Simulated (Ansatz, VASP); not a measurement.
## LaCu2: VASP beside Ansatz

Aim: how closely do two programs agree when they are given the same cell, functional and k mesh? The cell is taken from a series of runs on this material, whose earlier steps may have relaxed, scaled, displaced or heated it; both programs get it as it stands.

Calculated with Ansatz 0.2.0; plane waves, with VASP 6.6.1 beside it; relaxation of cell and atoms at PBEsol.

## 1. The structure

The structure is hexagonal, space group P6/mmm (No. 191). The conventional cell has a = 4.253 Å, b = 4.253 Å, c = 3.802 Å, α = 90.00°, β = 90.00°, γ = 120.00°. Nearest to La lie 12 Cu at 3.11 Å. Nearest to Cu lie 3 Cu at 2.46 Å and 6 La at 3.11 Å. Farther neighbours are not listed.

Structure file:

```xyz
3
Lattice="4.2528 0.0000 0.0000 -2.1264 3.6831 0.0000 0.0000 0.0000 3.8025" Properties=species:S:1:pos:R:3 pbc="T T T"
La    0.0000    0.0000    0.0000
Cu    0.0000    2.4554    1.9012
Cu    2.1264    1.2277    1.9012
```

## 2. VASP: relaxation of cell and atoms, PBEsol

The relaxed volume is the usual yardstick between codes: in a stiff, nearly cubic crystal its relative difference is about their pressure difference at one cell divided by the bulk modulus.

Lines of VASP's logs that name or quote its potential files are left out, and so is its time.

INCAR

```
SYSTEM = LaCu2
PREC = Accurate
ENCUT = 600
EDIFF = 1E-07
NELM = 200
ISMEAR = 1
SIGMA = 0.2
LREAL = .FALSE.
ALGO = Normal
GGA = PS
NBANDS = 22
LASPH = .TRUE.
LORBIT = 11
LWAVE = .FALSE.
LCHARG = .FALSE.
ISIF = 3
IBRION = 2
NSW = 80
EDIFFG = -0.005
GGA_COMPAT = .FALSE.
NELMIN = 4
LMAXMIX = 6
```

POSCAR

```
LaCu2
1.0
    4.2528360000      0.0000000000      0.0000000000
   -2.1264180000      3.6830640000      0.0000000000
    0.0000000000      0.0000000000      3.8024590000
La Cu
1 2
Direct
    0.0000000000      0.0000000000      0.0000000000
    0.3333333333      0.6666666667      0.4999998685
    0.6666666667      0.3333333333      0.4999998685
```

KPOINTS

```
Automatic mesh
0
Gamma
9 9 8
0 0 0
```

Potentials, in the order of the species: La and Cu (PBE family, release 64).

Run with:

```console
$ mpirun -np 1 vasp_std
```

Numbers of over 12 decimals in the logs are rounded to 6 here.

The program printed:

```text
[banner, memory and clock lines left out]
running    1 mpi-ranks, on    1 nodes
 distrk:  each k-point on    1 cores,    1 groups
 distr:  one band on    1 cores,    1 groups

 POSCAR found type information on POSCAR LaCu
 POSCAR found :  2 types and       3 ions
|                                                                             |
|               ----> ADVICE to this user running VASP <----                  |
|                                                                             |
|     You enforced a specific xc type in the INCAR file but a different       |
|     [... a line on the potential file left out ...]
|     I HOPE YOU KNOW WHAT YOU ARE DOING!                                     |
|                                                                             |

 LDA part: xc-table for (Slater+PW92), standard interpolation
 POSCAR, INCAR and KPOINTS ok, starting setup
 FFT: planning ... GRIDC
 FFT: planning ... GRID_SOFT
 FFT: planning ... GRID
 WAVECAR not read
 entering main loop
       N       E                     dE             d eps       ncg     rms          rms(c)
DAV:   1     0.267601685039E+03    0.26760E+03   -0.14006E+04  2688   0.269E+03
DAV:   2     0.166399773642E+02   -0.25096E+03   -0.23282E+03  3208   0.353E+02
DAV:   3    -0.153006275433E+02   -0.31941E+02   -0.29554E+02  3856   0.174E+02
DAV:   4    -0.187238542923E+02   -0.34232E+01   -0.31929E+01  5200   0.487E+01
DAV:   5    -0.189437972998E+02   -0.21994E+00   -0.20807E+00  4418   0.115E+01    0.239E+01
DAV:   6    -0.265959239563E+02   -0.76521E+01   -0.23135E+02  3416   0.333E+02    0.208E+01
DAV:   7    -0.159715814393E+02    0.10624E+02   -0.61734E+01  3432   0.127E+02    0.715E+00
DAV:   8    -0.154340741999E+02    0.53751E+00   -0.47641E+00  4306   0.239E+01    0.543E+00
DAV:   9    -0.144357310394E+02    0.99834E+00   -0.30027E+00  4250   0.291E+01    0.968E-01
DAV:  10    -0.145148360894E+02   -0.79105E-01   -0.13878E+00  5158   0.129E+01    0.159E+00
DAV:  11    -0.144758931468E+02    0.38943E-01   -0.15816E-01  4738   0.570E+00    0.785E-01
DAV:  12    -0.144741651994E+02    0.17279E-02   -0.12508E-02  4352   0.949E-01    0.641E-01
DAV:  13    -0.144667867755E+02    0.73784E-02   -0.50048E-02  4526   0.404E+00    0.114E-01
DAV:  14    -0.144676616378E+02   -0.87486E-03   -0.67100E-03  4208   0.659E-01    0.174E-01
DAV:  15    -0.144669101685E+02    0.75147E-03   -0.34030E-03  4758   0.962E-01    0.135E-02
DAV:  16    -0.144669528808E+02   -0.42712E-04   -0.36311E-04  4296   0.158E-01    0.286E-02
DAV:  17    -0.144669409165E+02    0.11964E-04   -0.88520E-05  4722   0.160E-01    0.267E-03
DAV:  18    -0.144669414437E+02   -0.52720E-06   -0.69000E-06  3720   0.232E-02    0.339E-03
DAV:  19    -0.144669413595E+02    0.84197E-07   -0.91383E-07  4618   0.857E-03
   1 F= -.14466941E+02 E0= -.14467474E+02  d E =-.144669E+02
[... from here on, the cycles between the ionic steps are left out ...]
   2 F= -.14466997E+02 E0= -.14467490E+02  d E =-.559378E-04
   3 F= -.14467047E+02 E0= -.14467559E+02  d E =-.105468E-03
   4 F= -.14467048E+02 E0= -.14467559E+02  d E =-.106166E-03
   5 F= -.14467047E+02 E0= -.14467554E+02  d E =-.105466E-03
   6 F= -.14467048E+02 E0= -.14467558E+02  d E =-.106394E-03
   7 F= -.14467048E+02 E0= -.14467558E+02  d E =-.106300E-03
   8 F= -.14467086E+02 E0= -.14467560E+02  d E =-.380320E-04
 trial-energy change:   -0.000038  1 .order   -0.000038   -0.000046   -0.000031
 step:   2.7476(harm=  2.7476)  dis= 0.00000  next Energy=   -14.467117 (dE=-0.689E-04)
 bond charge predicted
       N       E                     dE             d eps       ncg     rms          rms(c)
DAV:   1    -0.144677733052E+02   -0.68756E-03   -0.25580E-02  4162   0.256E+00    0.184E-01
DAV:   2    -0.144674564222E+02    0.31688E-03   -0.34237E-03  3402   0.123E+00    0.129E-01
DAV:   3    -0.144672213123E+02    0.23511E-03   -0.13430E-03  3484   0.856E-01    0.710E-02
DAV:   4    -0.144671296255E+02    0.91687E-04   -0.26550E-04  4716   0.257E-01    0.159E-02
DAV:   5    -0.144671276832E+02    0.19423E-05   -0.22981E-05  3896   0.753E-02    0.747E-03
DAV:   6    -0.144671279227E+02   -0.23947E-06   -0.64809E-06  4948   0.321E-02    0.225E-03
DAV:   7    -0.144671277758E+02    0.14684E-06   -0.69386E-07  3872   0.138E-02    0.146E-03
DAV:   8    -0.144671277073E+02    0.68476E-07   -0.13456E-07  2410   0.781E-03
   9 F= -.14467128E+02 E0= -.14467529E+02  d E =-.800480E-04
 curvature:  -1.60 expect dE=-0.209E-05 dE for cont linesearch -0.182E-05
 trial: gam=-0.13211 g(F)=  0.239E-45 g(S)=  0.131E-05 ort = 0.816E-05 (trialstep = 0.128E+01)
 search vector abs. value=  0.171E-06
 reached required accuracy - stopping structural energy minimisation
```

Parts of OUTCAR (step 2):

```text
ion  position               nearest neighbor table
   1  0.000  0.000  0.000-   2 3.11   3 3.11   3 3.11   2 3.11   3 3.11   2 3.11   3 3.11   2 3.11
                             3 3.11   2 3.11   3 3.11   2 3.11
   2  0.333  0.667  0.500-   3 2.46   3 2.46   3 2.46   1 3.11   1 3.11   1 3.11   1 3.11   1 3.11
                             1 3.11
   3  0.667  0.333  0.500-   2 2.46   2 2.46   2 2.46   1 3.11   1 3.11   1 3.11   1 3.11   1 3.11
                             1 3.11

  LATTYP: Found a hexagonal cell.
 ALAT       =     4.2528360000
 C/A-ratio  =     0.8940996079

 Subroutine GETGRP returns: Found 24 space group operations
 (whereof 24 operations were pure point group operations)

The static configuration has the point symmetry D_6h.

 Found     60 irreducible k-points:

   k-points           NKPTS =     60   k-points in BZ     NKDIM =     60   number of bands    NBANDS=     22

   dimension x,y,z NGX =    36 NGY =   36 NGZ =   30
   dimension x,y,z NGXF=    72 NGYF=   72 NGZF=   60

   ENCUT  =  600.0 eV  44.10 Ry    6.64 a.u.   8.49  8.49  7.59*2*pi/ulx,y,z

   NELECT =      33.0000    total number of electrons

 k-points in reciprocal lattice and weights: Automatic mesh
   0.00000000  0.00000000  0.00000000       0.002
   0.11111111  0.00000000  0.00000000       0.009
   0.22222222  0.00000000  0.00000000       0.009
   0.33333333  0.00000000  0.00000000       0.009
   0.44444444  0.00000000  0.00000000       0.009
   0.11111111  0.11111111  0.00000000       0.009
   0.22222222  0.11111111  0.00000000       0.019
   0.33333333  0.11111111  0.00000000       0.019
   0.44444444  0.11111111  0.00000000       0.009
[...]
0.33333333  0.22222222  0.50000000       0.019
   0.33333333  0.33333333  0.50000000       0.003

 average (electrostatic) potential at core
       1 -96.0707       2 -63.4732       3 -63.4732

 E-fermi :   7.8122

 k-point     1 :       0.0000    0.0000    0.0000
  band No.  band energies     occupation
    ...
     11       4.6441      2.00000
     12       4.6441      2.00000
     13       4.9030      2.00000
     14       5.0376      2.00000
     15       5.0376      2.00000
     16       8.0113     -0.04926
     17       8.0113     -0.04926
     18       8.2985     -0.00312
     19       9.5905     -0.00000
     20       9.7164     -0.00000
    ...

 k-point     2 :       0.1111    0.0000    0.0000
  band No.  band energies     occupation
    ...
     12       4.8034      2.00000
     13       4.8518      2.00000
     14       5.0674      2.00000
     15       5.0707      2.00000
     16       7.7077      1.76439
     17       8.1305     -0.04691
     18       8.3474     -0.00102
     19       9.6587     -0.00000
     20       9.7676     -0.00000
     21       9.9918     -0.00000
    ...

 k-point     3 :       0.2222    0.0000    0.0000
  band No.  band energies     occupation
    ...
     12       4.8041      2.00000
     13       5.0369      2.00000
     14       5.0941      2.00000
     15       5.1415      2.00000
     16       7.1547      2.00003
     17       8.4476     -0.00007
     18       8.4516     -0.00006
     19       9.4994     -0.00000
     20       9.8667     -0.00000
     21       9.9644     -0.00000
    ...

  Total        0.0008190      0.0008190     -0.0089460      0.0000000      0.0000000     -0.0000000
  in kB        0.0219904      0.0219904     -0.2402061      0.0000000      0.0000000     -0.0000000
  external PRESSURE =      -0.0654084 kB  Pullay stress =       0.0000000 kB

  energy-cutoff  :      600.00
  volume of cell :       59.67
      direct lattice vectors                 reciprocal lattice vectors
     4.261232672  0.000000000 -0.000000000     0.234673879  0.135489028  0.000000000
    -2.130616336  3.690335731  0.000000000     0.000000000  0.270978055  0.000000000
    -0.000000000  0.000000000  3.794509672     0.000000000 -0.000000000  0.263538662

 POSITION                                       TOTAL-FORCE (eV/Angst)
 -----------------------------------------------------------------------------------
      0.00000      0.00000     -0.00000        -0.000000      0.000000      0.000000
     -0.00000      2.46022      1.89725        -0.000000      0.000000      0.000000
      2.13062      1.23011      1.89725         0.000000      0.000000      0.000000
 -----------------------------------------------------------------------------------
    total drift:                               -0.000000      0.000000      0.000318

  FREE ENERGIE OF THE ION-ELECTRON SYSTEM (eV)
  ---------------------------------------------------
  free  energy   TOTEN  =       -14.4671277073 eV

  energy  without entropy=      -14.4683308568  energy(sigma->0) =      -14.46752876

 reached required accuracy - stopping structural energy minimisation

 total charge
# of ion       s       p       d       f       tot
--------------------------------------------------
    1        2.074   5.596   0.762   0.124   8.555
    2        0.562   0.306   9.136   0.000  10.004
    3        0.562   0.306   9.136   0.000  10.004
--------------------------------------------------
tot          3.197   6.208  19.033   0.124  28.563

[... 3 further parts left out ...]
```

CONTCAR:

```
LaCu2
   1.00000000000000
     4.2612326720884024    0.0000000000000000   -0.0000000000000000
    -2.1306163360442012    3.6903357312520839    0.0000000000000000
    -0.0000000000000000    0.0000000000000000    3.7945096715653022
  La              Cu
     1     2
Direct
     0.0000000000000000    0.0000000000000000    0.0000000000000000
     0.3333333332999970    0.6666666667000030    0.4999998684999980
     0.6666666667000030    0.3333333332999970    0.4999998684999980
```

(Part 1 of 2 ends here.)

[Lines on the potential files, build, host, timing and source positions are cut from VASP's logs without a mark.]

[Logs are printed without paths, hosts, clocks, repeated set-up lines and the standing remarks that a program may print on its own settings, such as how far it seeks lower states.]

[Hosts, paths, dates, database ids (printed as entryN), source tags and the programs' standing remarks are cut or masked in the printed files.]
